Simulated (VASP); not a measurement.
Level of theory: LDA (Ceperley-Alder, Perdew-Zunger), VASP's LDA PAW potentials (set 64) (plane waves; VASP).

The input files of a VASP run:

**KPOINTS**
```
Automatic
0
gamma
  12 12 12
0 0 0
```

INCAR:
```
ALGO = Normal
EDIFF = 1E-8
EDIFFG = -0.001
ENCUT = 400
IBRION = 1
ISIF = 2
ISMEAR = 1
LASPH = .TRUE.
LCHARG = .FALSE.
LMAXMIX = 4
LREAL = .FALSE.
LWAVE = .FALSE.
NELM = 100
NSW = 30
PREC = Accurate
SIGMA = 0.1
SYSTEM = Pb
```

File POSCAR:
```
Pb
1
   -0.0000000000     2.4444870762     2.4444870762
    2.4444870762     0.0000000000     2.4444870762
    2.4444870762     2.4444870762    -0.0000000000
Pb
1
Direct
  0.0000000000   0.0000000000   0.0000000000
```

POTCAR, in this order: Pb_d (LDA.64 set). Program: vasp_std.

What VASP printed:

**OUTCAR**
```
 ion  position               nearest neighbor table
   1  0.000  0.000  0.000-
  LATTYP: Found a face centered cubic cell.
 ALAT       =     4.8889741524
 Subroutine PRICEL returns:
 Original cell was already a primitive cell.
 Subroutine GETGRP returns: Found 48 space group operations
The static configuration has the point symmetry O_h .
The dynamic configuration has the point symmetry O_h .
 Subroutine INISYM returns: Found 48 space group operations
 Subroutine IBZKPT returns following result:
 Found     72 irreducible k-points:

 Following reciprocal coordinates:
            Coordinates               Weight
  0.000000  0.000000  0.000000      1.000000
  0.083333  0.000000  0.000000      8.000000
  0.166667  0.000000  0.000000      8.000000
  0.250000  0.000000  0.000000      8.000000
  0.333333  0.000000  0.000000      8.000000
  0.416667  0.000000  0.000000      8.000000
  0.500000  0.000000  0.000000      4.000000
  0.083333  0.083333  0.000000      6.000000
  0.166667  0.083333  0.000000     24.000000
  0.250000  0.083333  0.000000     24.000000
...
```

OSZICAR:
```
       N       E                     dE             d eps       ncg     rms          rms(c)
DAV:   1     0.954892829547E+02    0.95489E+02   -0.64433E+03  1604   0.125E+03
DAV:   2    -0.448164941190E-03   -0.95490E+02   -0.93651E+02  1632   0.307E+02
DAV:   3    -0.415919013761E+01   -0.41587E+01   -0.41400E+01  1892   0.764E+01
DAV:   4    -0.424841119941E+01   -0.89221E-01   -0.89183E-01  1896   0.121E+01
DAV:   5    -0.425255605415E+01   -0.41449E-02   -0.41446E-02  2036   0.237E+00    0.581E-01
DAV:   6    -0.424008574722E+01    0.12470E-01   -0.17729E-02  1945   0.261E+00    0.275E-01
DAV:   7    -0.423669500543E+01    0.33907E-02   -0.69602E-03  1881   0.152E+00    0.811E-02
DAV:   8    -0.423641564403E+01    0.27936E-03   -0.30129E-04  2111   0.363E-01    0.818E-03
DAV:   9    -0.423641450321E+01    0.11408E-05   -0.76964E-06  2031   0.527E-02    0.358E-03
DAV:  10    -0.423641462335E+01   -0.12014E-06   -0.24849E-07  1835   0.523E-03    0.106E-04
DAV:  11    -0.423641462306E+01    0.28467E-09   -0.58822E-09  1102   0.973E-04
   1 F= -.42364146E+01 E0= -.42358789E+01  d E =-.423641E+01
```

**OUTCAR**
```
------------------------ aborting loop because EDIFF is reached ----------------------------------------
  FORCE on cell =-STRESS in cart. coord.  units (eV):
  Direction    XX          YY          ZZ          XY          YZ          ZX
  --------------------------------------------------------------------------------------
  Total        0.0006873      0.0006873      0.0006873     -0.0000000     -0.0000000      0.0000000
  in kB        0.0376915      0.0376915      0.0376915     -0.0000000     -0.0000000      0.0000000
  external PRESSURE =       0.0376915 kB  Pullay stress =       0.0000000 kB
  volume of cell :       29.21
      direct lattice vectors                 reciprocal lattice vectors
     0.000000000  2.444487076  2.444487076    -0.204541887  0.204541887  0.204541887
     2.444487076  0.000000000  2.444487076     0.204541887 -0.204541887  0.204541887
     2.444487076  2.444487076  0.000000000     0.204541887  0.204541887 -0.204541887
 POSITION                                       TOTAL-FORCE (eV/Angst)
 -----------------------------------------------------------------------------------
      0.00000      0.00000      0.00000         0.000000      0.000000      0.000000
 -----------------------------------------------------------------------------------
    total drift:                               -0.000000      0.000000      0.000000
  FREE ENERGIE OF THE ION-ELECTRON SYSTEM (eV)
  ---------------------------------------------------
  free  energy   TOTEN  =        -4.2364146231 eV

  energy  without entropy=       -4.2348075909  energy(sigma->0) =       -4.23587895

 reached required accuracy - stopping structural energy minimisation
```
(Selected blocks of OUTCAR.)

The compound is Pb in the fcc structure. It was relaxed first. The start is the result of an earlier pass.
